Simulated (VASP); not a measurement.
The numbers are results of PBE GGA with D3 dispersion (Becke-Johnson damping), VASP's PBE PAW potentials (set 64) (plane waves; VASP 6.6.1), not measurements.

The input files of a VASP run:

### INCAR
```
! general
SYSTEM = MgH2
PREC   = Accurate
ENCUT  = 520
LREAL  = .False.
LASPH  = .True.

! electronic loop
EDIFF  = 1E-7
NELM   = 100
ALGO   = Normal

! smearing
ISMEAR = 0
SIGMA  = 0.05

! functional
GGA    = PE
IVDW   = 12

! ions
IBRION = 2
NSW    = 30
ISIF   = 4
EDIFFG = -0.01

! output
LWAVE  = .False.
LCHARG = .False.
```

KPOINTS:
```
kpoints
0
G
 5 5 7
0 0 0
```

File POSCAR:
```
MgH2
1
    4.3833770464     0.0000000000     0.0000000000
    0.0000000000     4.3833770464     0.0000000000
    0.0000000000     0.0000000000     2.9519044407
Mg H
2 4
Direct
  0.0000000000   0.0000000000   0.0000000000
  0.5000000000   0.5000000000   0.5000000000
  0.3039143164   0.3039143164   0.0000000000
  0.8039143164   0.1960856836   0.5000000000
  0.1960856836   0.8039143164   0.5000000000
  0.6960856836   0.6960856836   0.0000000000
```

POTCAR, in this order: Mg H (PBE.64 set). Program: vasp_std.

**Question.** What will the output report for the number of irreducible k-points (NKPTS), largest plane-wave count, number of space-group operations, FFT grid (NGX, NGY, NGZ)?

**Answer.** 
```
Quantity                                      Result
--------------------------------------  ------------
number of irreducible k-points (NKPTS)            24
largest plane-wave count                        1547
number of space-group operations                  16
FFT grid (NGX, NGY, NGZ)                36 × 36 × 24
```

The compound is MgH2 in the rutile structure. This cell is one point of a volume scan, at 0.97 of the reference volume. Symmetry was kept, so distortions that lower it aren't found.
